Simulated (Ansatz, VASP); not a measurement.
**MgCdSeS in two plane-wave programs**

One calculation is typed for both programs; each brings its own data sets. How far apart do they land? The cell is invented: As first built, before any earlier steps moved the atoms (in the runner's words): it takes the ZnCdSeS structure with some of its atoms replaced by other elements, volume scaled by an estimate. It may not be a known or stable phase. The cell is taken from a series of VASP runs on this material, whose earlier steps may have relaxed, scaled or displaced it; both programs get it as it stands. Valence electrons are named where the data sets of a main pair hold unlike numbers.

Program: Ansatz 0.2.0. Level of theory: plane waves, with VASP 6.6.1 beside it; zone-centre phonons at PBE with D3(BJ). Results are calculated unless marked as measured.

### 1. The starting structure

The structure is trigonal, space group P3m1 (No. 156). Conventional cell: a = 4.148 Å, b = 4.148 Å, c = 6.786 Å, α = 90.00°, β = 90.00°, γ = 120.00°. Nearest to Cd lie 1 S at 2.54 Å and 3 Se at 2.61 Å. Nearest to Se lie 1 Mg at 2.57 Å and 3 Cd at 2.61 Å. S has 3 Mg at 2.48 Å and 1 Cd at 2.54 Å nearest. Mg has 3 S at 2.48 Å and 1 Se at 2.57 Å nearest. As first built, before any earlier steps moved the atoms (in the runner's words): sites of the ZnCdSeS structure (space group 156) filled with other elements, volume scaled by an estimate. Farther neighbours and most contacts between anions are not listed.

### 2. Ansatz: zone-centre phonons, PBE with D3(BJ)

Ansatz runs on its default PAW (the set named soft_2) files.

Second derivatives magnify differences that forces hide, and they need a tight electronic threshold.

Contents of input.yaml:

```yaml
crystal:
  lattice:
    - [4.1477180915, -3.5e-09, 0.0]
    - [-2.0738595516, 3.5920294095, 0.0]
    - [0.0, 0.0, 6.7863525304]
  atoms:
    - { symbol: Cd, position: [0.0, 0.0, 0.5157483855] }
    - { symbol: Se, position: [0.33333333, 0.66666667, 0.3624382654] }
    - { symbol: S, position: [0.0, 0.0, 0.8895062893] }
    - { symbol: Mg, position: [0.33333333, 0.66666667, 0.9843070599] }
hamiltonian:
  xc: pbe
  pseudopotentials: { kind: paw }
  dispersion: d3bj
kpoints:
  mp_grid: { grid: [6, 6, 4] }
scf:
  occupations: { method: fermi_dirac, width: 0.05 }
phonons:
  method: dfpt
  qpoints: [[0, 0, 0]]
```

Launch:

```
$ ansatz run input.yaml --threads 4 --pin off --max-ram 9216MiB --backend cpu --events-out ev --progress --plain --runs-dir out
```

Numbers of over 12 decimals in the logs are rounded to 6 here.

What it wrote:

```text
Warning: the atoms were moved onto the symmetric positions of the space group found under crystal.symmetry.tolerance 1.0e-5 (fractional; no operation is sought that the atoms, as they stand in a round, miss by more than twice it, and no atom is moved by as much as it), and the run uses the moved positions. Before a round's move an operation carried an atom to 2.07e-8 Å from where it should land, the largest such dist [...]
Engine: ansatz 0.2.0, x86_64-unknown-linux-gnu
Pseudopotentials: kind: paw
Pseudopotential: Cd, paw, valence charge 20, recommended cutoff 420 eV (normal), Cd.paw.azcp
Pseudopotential: Se, paw, valence charge 16, recommended cutoff 420 eV (normal), Se.paw.azcp
Pseudopotential: S, paw, valence charge 6, recommended cutoff 420 eV (normal), S.paw.azcp
Pseudopotential: Mg, paw, valence charge 10, recommended cutoff 420 eV (normal), Mg.paw.azcp
Functional definition: PBE
  parameter kappa = 0.804
  parameter beta = 0.066725
  exchange = pbe_x(kappa = kappa, mu = beta*pi^2/3)
  correlation = pbe_c(beta = beta)
Crystal: 4 atoms, lattice volume = 101.108 Å³
Basis set: ecut = 420 eV, 1973 PW (Γ), exchange–correlation on 60×60×96 points (8 copies of the dense FFT grid, shifted against one another)
Bands: 32, of which v1, the nominal top of the filled ones, is band 26 counted from 1 (25 counted from 0)
Symmetry: 6 space group operations
k-points: 47 of 144 (irreducible under 2 space group operations, time reversal used)
Non-local potential: Cd, projectors of the file, l = 0: 3, l = 1: 2, l = 2: 2, l = 3: 1
Non-local potential: Se, projectors of the file, l = 0: 2, l = 1: 2, l = 2: 3, l = 3: 1
Non-local potential: S, projectors of the file, l = 0: 2, l = 1: 2, l = 2: 2
Non-local potential: Mg, projectors of the file, l = 0: 3, l = 1: 2, l = 2: 1
PAW form: soft (Blöchl's): semilocal exchange-correlation on the pseudo side does not see the compensation charge
PAW one-centre angular grid: Cd, 590 points (default); XC on 64 Gauss nodes
PAW one-centre angular grid: Se, 590 points (default); XC on 64 Gauss nodes
PAW one-centre angular grid: S, 110 points (default); XC on 64 Gauss nodes
PAW one-centre angular grid: Mg, 110 points (default); XC on 64 Gauss nodes
Initial density: superposition of atomic densities (neutral atoms: chi_scale 0, normalization atom), corrected by the library's trained network
Initial wavefunctions: pseudopotential atomic-orbital guess
Functional: x = pbe(κ = 0.804, μ = 0.219515), c = pbe(β = 0.066725)
SCF iter   1: F=—  HF=-16554.509561 eV  |F-HF|=—  |Δ(HF+E_count)|=         —  Δρ=8.11e-4  dr2=1.94e-3  ethr=1.77e-3  ⟨swp⟩=6.3  Hψ=6135  notcnv=0
preconditioner: auto → Resta (q_TF=auto, 2.442 Å⁻¹)  ε∞=3.8  [insulator: Δε(μ)=1.427 eV  Ē_g=11.179 eV  σ=0.050 eV  W_gap=1.00  n_scr=22 (ndim 8)  ℏωp=18.8 eV  f_vac=0.121  D(μ)=0.00/eV (n_scr^D=0)  ε∞_Penn≈3.8]
SCF iter   2: F=—  HF=-16554.510273 eV  |F-HF|=—  |Δ(HF+E_count)|=   7.12e-4  Δρ=4.46e-4  dr2=5.36e-4  ethr=3.73e-6  ⟨swp⟩=2.1  Hψ=2527  notcnv=0
SCF iter   3: F=—  HF=-16554.510224 eV  |F-HF|=—  |Δ(HF+E_count)|=   4.95e-5  Δρ=2.04e-4  dr2=6.66e-5  ethr=1.03e-6  ⟨swp⟩=2.3  Hψ=2156  notcnv=0
SCF iter   4: F=—  HF=-16554.510224 eV  |F-HF|=—  |Δ(HF+E_count)|=   2.12e-7  Δρ=8.10e-5  dr2=1.32e-5  ethr=1.28e-7  ⟨swp⟩=2.0  Hψ=2309  notcnv=0
SCF iter   5: F=—  HF=-16554.510213 eV  |F-HF|=—  |Δ(HF+E_count)|=   1.06e-5  Δρ=2.78e-5  dr2=1.58e-6  ethr=2.55e-8  ⟨swp⟩=2.0  Hψ=2415  notcnv=0
SCF iter   6: F=—  HF=-16554.510225 eV  |F-HF|=—  |Δ(HF+E_count)|=   1.15e-5  Δρ=1.02e-5  dr2=1.56e-7  ethr=3.05e-9  ⟨swp⟩=2.0  Hψ=2415  notcnv=0
SCF iter   7: F=—  HF=-16554.510225 eV  |F-HF|=—  |Δ(HF+E_count)|=   1.84e-7  Δρ=5.05e-6  dr2=2.79e-8  ethr=3.00e-10  ⟨swp⟩=2.0  Hψ=2415  notcnv=0
SCF iter   8: F=—  HF=-16554.510225 eV  |F-HF|=—  |Δ(HF+E_count)|=   3.86e-8  Δρ=1.52e-6  dr2=3.58e-9  ethr=5.36e-11  ⟨swp⟩=2.0  Hψ=2437  notcnv=0
SCF iter   9: F=—  HF=-16554.510225 eV  |F-HF|=—  |Δ(HF+E_count)|=   4.40e-9  Δρ=4.64e-7  dr2=2.65e-10  ethr=6.88e-12  ⟨swp⟩=2.0  Hψ=2415  notcnv=0
SCF iter  10: F=—  HF=-16554.510225 eV  |F-HF|=—  |Δ(HF+E_count)|=  4.69e-10  Δρ=1.29e-7  dr2=2.13e-11  ethr=1.00e-12  ⟨swp⟩=2.0  Hψ=2168  notcnv=0
SCF iter  11: F=-16554.510225 eV  HF=-16554.510225 eV  |F-HF|=0.00e0  |Δ(HF+E_count)|=  4.37e-11  Δρ=4.33e-8  dr2=2.17e-12  ethr=1.00e-12  ⟨swp⟩=9.3  Hψ=7423  notcnv=0
SCF 1 converged in 11 iterations: F = -16554.510225 eV  dr2 = 2.17e-12
  greatest PAW one-centre occupation: 1.000 electrons in one spin orbital (limit 2), on the Cd atom at site 0 (counted from 0), in its partial waves of l = 0
DFPT response loops at Γ: preconditioner auto → Resta (q_TF=auto, 2.442 Å⁻¹)  ε∞=6.4 (no band partly filled); β = 1.00, the filter's whole step (`scf.mixing.beta` (0.50) is not read by the response loops at its default; to damp them type it under 1.00, their step now; it binds the ground state too); Broyden in place of MSR1
SCF converged after 11 iterations
Free energy (F): -16554.510225 eV
Harris-Foulkes:  -16554.510225 eV  (|F-HF|=0.00e0)
Internal energy: -16554.510225 eV  (E = F + TS)
E sigma→0 (E₀):  -16554.510225 eV
Entropy (-TS):   -0.000000 eV (-0.000 meV/atom)
Fermi energy:    6.887712 eV
--- Per-component energies (eV) ---
  E_band       = -1276.863236
  E_kinetic    = 808.183916
  E_local      = -9019.552443  (includes V_loc(G=0)·N_el)
  E_nonlocal   = -439.039838
  E_hartree    = 4086.776228
  E_xc         = -408.347620
  E_vxc        = -446.331151  (∫ρ·V_xc dr)
  E_paw        = -6887.161018  (= ΣΔE_a)
  E_vpaw       = -353.675611  (= ΣTr[D̂ρ^β])
  E_aug_tail   = -0.000576  (compensation charges beyond the density's cutoff)
  E_ewald      = -4694.186549
  E_disp       = -1.182325  (pairwise vdW)
  E_smearing   = -0.000000  (= −TS)
  E_closure    = -0.000000  (closes the sum)
  Σ components = -16554.510225   (vs F -16554.510225, Δ=0.00e0)
--- Band table (eV; the first three rows and the last of 47) ---
  k-point 0: bands = [... 22 lower, 4.4784, 5.5542, 6.1207, 6.1207, 7.5815, 9.2983, 12.3532, 12.3532, ... 2 higher]
  k-point 1: bands = [... 22 lower, 4.5062, 4.7180, 6.0812, 6.0812, 8.3728, 9.3980, 12.1052, 12.3579, ... 2 higher]
  k-point 2: bands = [... 22 lower, 4.5354, 4.5354, 6.0404, 6.0404, 9.0470, 9.5194, 11.7238, 12.4213, ... 2 higher]
  k-point 46: bands = [... 22 lower, 3.5181, 3.8888, 4.6717, 4.8011, 9.7563, 10.6464, 11.1173, 11.9444, ... 2 higher]
--- Phonons (Γ-DFPT): 8 representative perturbations + reference, on 47 of 144 k-points (Σ response iterations 25) ---
  k mesh reduced under 2 symmetry operations, with k and −k counted as one. Each operation leaves every solved perturbation unchanged. A smaller set is not used because it would not reduce the number of displacements times k-points to solve
  ASR residual: 8.585e-5 → 0.000e0 eV/Å²; symmetrization residual: 2.945e-5 eV/Å²
  pairwise dispersion correction: d3bj (s6 = 1.0, s8 = 0.7875, a1 = 0.4289, a2_bohr = 4.4407), with the weights of each atom's references fixed at the reference crystal's, and the forces and stress that the weights' published response gives there kept as a pressure on the atom's counted neighbours (hamiltonian.dispersion)
  ASR residual per site (eV/Å²): 2.06e-5 1.95e-5 8.59e-5 3.75e-5
  Γ frequencies (cm⁻¹): 0.00 0.00 0.00 51.69 51.69 159.94 176.88 176.88 259.72 273.45 318.99 318.99
  non-analytic LO–TO correction: not included (Born effective charges unavailable; polar crystals: no LO–TO splitting at Γ)
--- Phonons (arbitrary-q DFPT): 1 explicit q-point ---
  q = [0, 0, 0] (of the zone-centre solve; hermiticity 7.67e-6, symmetrization 2.21e-6): -0.00 -0.00 0.00 51.69 51.69 159.94 176.88 176.88 259.72 273.45 318.99 318.99
  sum rule: each row above includes the acoustic sum rule's correction from the zone centre's row sums; it moved no ω² by more than (0.85 cm⁻¹)²
```

Run time: 16 s. Hardware: 4 threads of Intel Xeon 6975P-C (Granite Rapids), shared host; peak memory 0.84 GiB; 57 s of CPU time.

Reading the cycles: dr2 is the Hartree energy of the density residual (eV), the measure of convergence; HF is the Harris–Foulkes estimate of the energy, which meets the free energy F at convergence.

[end of part 1 of 2]

[Lines on the potential files, build, host, timing and source positions are cut from VASP's logs without a mark.]

[Logs are printed without paths, hosts, clocks, repeated set-up lines and the standing remarks that a program may print on its own settings, such as how far it seeks lower states.]

[Hosts, paths, dates, database ids (printed as entryN), source tags and the programs' standing remarks are cut or masked in the printed files.]
